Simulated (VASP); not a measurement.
Computed with PBEsol GGA, VASP's PBE PAW potentials (set 64) (plane waves; VASP).

VASP ran on this input.

File KPOINTS:
```
Automatic mesh
0
Gamma
6 6 4
0 0 0
```

File POSCAR:
```
Te
1
    2.0777407554    -3.7487003016     0.0000000000
    2.0777407554     3.7487003016     0.0000000000
    0.0000000000     0.0000000000     5.9665423537
Te
3
Direct
  1.0000000000   0.2809070119   0.6666670000
  0.7190929881   0.7190929881   0.0000000000
  0.2809070119   1.0000000000   0.3333330000
```

### INCAR
```
SYSTEM = Te
PREC = Accurate; ENCUT = 480; LREAL = .False.
LASPH = .True.
EDIFF = 1E-7; NELM = 100; ALGO = Normal
LMAXMIX = 4
ISMEAR = 0; SIGMA = 0.05
GGA = PS
ISIF = 2
LWAVE = .False.; LCHARG = .False.
```

POTCAR, in this order: Te (PBE.64 set). Program: vasp_std.

The run wrote:

File OSZICAR:
```
       N       E                     dE             d eps       ncg     rms          rms(c)
DAV:   1     0.740365321933E+02    0.74037E+02   -0.64098E+03  1222   0.105E+03
DAV:   2    -0.572240541922E+01   -0.79759E+02   -0.76972E+02  1654   0.156E+02
DAV:   3    -0.104770250628E+02   -0.47546E+01   -0.47243E+01  1472   0.436E+01
DAV:   4    -0.105567345700E+02   -0.79710E-01   -0.79655E-01  1537   0.680E+00
DAV:   5    -0.105580525336E+02   -0.13180E-02   -0.13180E-02  1457   0.823E-01    0.144E+01
DAV:   6    -0.105399785563E+02    0.18074E-01   -0.12839E-02  1327   0.768E-01    0.897E+00
DAV:   7    -0.105338581272E+02    0.61204E-02   -0.25048E-02  1277   0.107E+00    0.255E-01
DAV:   8    -0.105334520692E+02    0.40606E-03   -0.41286E-03  1257   0.420E-01    0.113E-01
DAV:   9    -0.105334656248E+02   -0.13556E-04   -0.11917E-04  1602   0.824E-02    0.870E-02
DAV:  10    -0.105334704898E+02   -0.48650E-05   -0.12959E-05  1272   0.262E-02    0.133E-02
DAV:  11    -0.105334664273E+02    0.40625E-05   -0.83268E-06  1287   0.200E-02    0.665E-03
DAV:  12    -0.105334664873E+02   -0.59994E-07   -0.10573E-06  1432   0.671E-03    0.351E-03
DAV:  13    -0.105334664852E+02    0.20545E-08   -0.56912E-08   676   0.178E-03
   1 F= -.10533466E+02 E0= -.10533246E+02  d E =-.439985E-03
```

**OUTCAR**
```
------------------------ aborting loop because EDIFF is reached ----------------------------------------
  FORCE on cell =-STRESS in cart. coord.  units (eV):
  Direction    XX          YY          ZZ          XY          YZ          ZX
  --------------------------------------------------------------------------------------
  Total        1.8446912      0.5027955      1.3445886      0.0000000     -0.7053896      0.0000000
  in kB       31.7987070      8.6671673     23.1779606      0.0000000    -12.1594756      0.0000000
  external PRESSURE =      21.2146116 kB  Pullay stress =       0.0000000 kB
  volume of cell :       92.94
      direct lattice vectors                 reciprocal lattice vectors
     2.077740755 -3.748700302  0.000000000     0.240645999 -0.133379561  0.000000000
     2.077740755  3.748700302  0.000000000     0.240645999  0.133379561  0.000000000
     0.000000000  0.000000000  5.966542354     0.000000000  0.000000000  0.167601257
 POSITION                                       TOTAL-FORCE (eV/Angst)
 -----------------------------------------------------------------------------------
      0.58365      1.05304      3.97770         0.126134      0.083621     -0.099274
      2.98818      0.00000      0.00000        -0.252268      0.000000      0.000000
      0.58365     -1.05304      1.98885         0.126134     -0.083621      0.099274
 -----------------------------------------------------------------------------------
    total drift:                               -0.000004     -0.000000     -0.000000
  FREE ENERGIE OF THE ION-ELECTRON SYSTEM (eV)
  ---------------------------------------------------
  free  energy   TOTEN  =       -10.5334664852 eV

  energy  without entropy=      -10.5330265002  energy(sigma->0) =      -10.53324649
```
(Selected blocks of OUTCAR.)

The compound is Te in the trig structure. This cell was strained or had an atom moved on purpose.
